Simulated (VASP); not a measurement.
An input for Quantum ESPRESSO's pw.x (written as the equivalent of a VASP run, and not itself run):

```
&CONTROL
  calculation = 'scf'
  pseudo_dir = './pseudo'
  outdir = './out'
  tprnfor = .true.
  tstress = .true.
/
&SYSTEM
  ibrav = 0
  nat = 4
  ntyp = 3
  ecutwfc = 96
  occupations = 'smearing'
  smearing = 'gaussian'
  degauss = 0.003675
  input_dft = 'pbe'
  nspin = 2
  starting_magnetization(1) = 0.5
  starting_magnetization(2) = -0.5
/
&ELECTRONS
  conv_thr = 7.3e-08
  electron_maxstep = 100
/
ATOMIC_SPECIES
  Mn1 54.938 Mn.upf
  Mn2 54.938 Mn.upf
  O 15.999 O.upf
CELL_PARAMETERS angstrom
     4.5288000    2.2644000    2.2644000
     2.2644000    4.5288000    2.2644000
     2.2644000    2.2644000    4.5288000
ATOMIC_POSITIONS crystal
  Mn1  0.0000000  0.0000000  0.0000000
  Mn2  0.5000000  0.5000000  0.5000000
  O    0.2500000  0.2500000  0.2500000
  O    0.7500000  0.7500000  0.7500000
K_POINTS automatic
  6 6 6 0 0 0
```

Write the VASP files for the same calculation (PBE).

Several could match; the one computed here: 
### KPOINTS
```
Automatic
0
Gamma
6 6 6
```

### INCAR
```
ALGO  =  Normal
ISMEAR  =  0
ENCUT  =  520
LCHARG  =  .FALSE.
ISPIN  =  2
EDIFF  =  1E-6   ! SCF stop (eV)
LWAVE  =  .FALSE.
MAGMOM  =  5.0 -5.0 0.0 0.0
GGA  =  PE   ! PBE
LREAL  =  .FALSE.   ! projection in real space or not
ISIF  =  2   ! forces and stress, cell fixed
SIGMA  =  0.05
LASPH  =  .TRUE.   ! aspherical one-centre terms
PREC  =  Accurate
LMAXMIX  =  4   ! l cut-off of mixed one-centre charges
LORBIT  =  10
SYSTEM  =  MnO
NELM  =  100   ! most electronic steps
```

### POSCAR
```
MnO
1
    4.5288000000     2.2644000000     2.2644000000
    2.2644000000     4.5288000000     2.2644000000
    2.2644000000     2.2644000000     4.5288000000
Mn O
2 2
Direct
  0.0000000000   0.0000000000   0.0000000000
  0.5000000000   0.5000000000   0.5000000000
  0.2500000000   0.2500000000   0.2500000000
  0.7500000000   0.7500000000   0.7500000000
```

POTCAR, in this order: Mn_pv O (PBE.64 set). Program: vasp_std.

What does not carry over: the potentials are each code's own (VASP's PAW set, PseudoDojo norm-conserving files in pw.x), so ENCUT and ecutwfc are chosen apart and not converted; conv_thr bounds pw.x's estimated SCF error, while EDIFF bounds the energy change between steps; starting_magnetization is a fraction of the valence charge and MAGMOM a moment in μB, so they match only roughly.

The compound is MnO in the rock salt, AFM-II order structure. The cell was not relaxed at this level.
